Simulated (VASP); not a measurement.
Crystal: Si3N4.

```xyz
14
Lattice="0.0000 3.8937 3.8937 3.8937 0.0000 3.8937 3.8937 3.8937 0.0000" Properties=species:S:1:pos:R:3 pbc="T T T"
Si    2.9203    2.9203    0.9734
Si    2.9203    0.9734    2.9203
Si    0.9734    2.9203    2.9203
Si    0.9734    0.9734    0.9734
Si    5.8406    5.8406    5.8406
Si    3.8937    3.8937    3.8937
N     2.8624    2.8624    2.8624
N     6.8719    4.8092    4.8092
N     4.8092    4.8092    6.8719
N     4.8092    6.8719    4.8092
N     4.9251    4.9251    2.8624
N     4.9251    2.8624    4.9251
N     6.8719    6.8719    6.8719
N     2.8624    4.9251    4.9251
```

The cell is a database's computed one.

```yaml
Program: VASP 6.6.1
Task: relaxation of cell and atoms
Functional: r2SCAN
Potentials_or_basis: VASP PAW PBE potentials, release 64 (Si, N)
Cutoff: 600 eV
k_mesh: 6 × 6 × 6
Occupations: gaussian, width 0.03 eV
Spin: no spin polarisation
```

At the start: pressure -6.6 GPa; volume 8.43 Å³/atom.

Question: How do energy, volume and symmetry change on relaxing?

Answer: Over 6 steps the energy falls by 3.7 meV/atom and the volume is 8.25 Å³/atom (-2.1 %); space group Fd-3m (No. 227, to 0.05 Å).

The path:
| step | energy change (eV) | largest force (eV/Å) | pressure (GPa) | volume (Å³) |
| --- | --- | --- | --- | --- |
| 1 | 0.0000 | 0.0563 | -6.59 | 118.07 |
| 2 | 0.0560 | 0.2800 | 10.24 | 112.24 |
| 3 | -0.0514 | 0.0749 | -0.12 | 115.64 |
| 4 | -0.0514 | 0.0776 | 0.02 | 115.59 |
| 5 | -0.0513 | 0.0816 | 0.12 | 115.51 |
| 6 | -0.0518 | 0.0024 | 0.07 | 115.55 |

Final structure:
```
Si N
1.0
     0.00000    3.86592    3.86592
     3.86592    0.00000    3.86592
     3.86592    3.86592    0.00000
Si N
6 8
Direct
  0.12500 0.12500 0.62500
  0.12500 0.62500 0.12500
  0.62500 0.12500 0.12500
  0.12500 0.12500 0.12500
  0.75000 0.75000 0.75000
  0.50000 0.50000 0.50000
  0.36760 0.36760 0.36760
  0.35279 0.88240 0.88240
  0.88240 0.88240 0.35279
  0.88240 0.35279 0.88240
  0.36760 0.36760 0.89721
  0.36760 0.89721 0.36760
  0.88240 0.88240 0.88240
  0.89721 0.36760 0.36760
```

Caveat: the PAW data sets were made with another functional, which shifts forces and pressure a little.
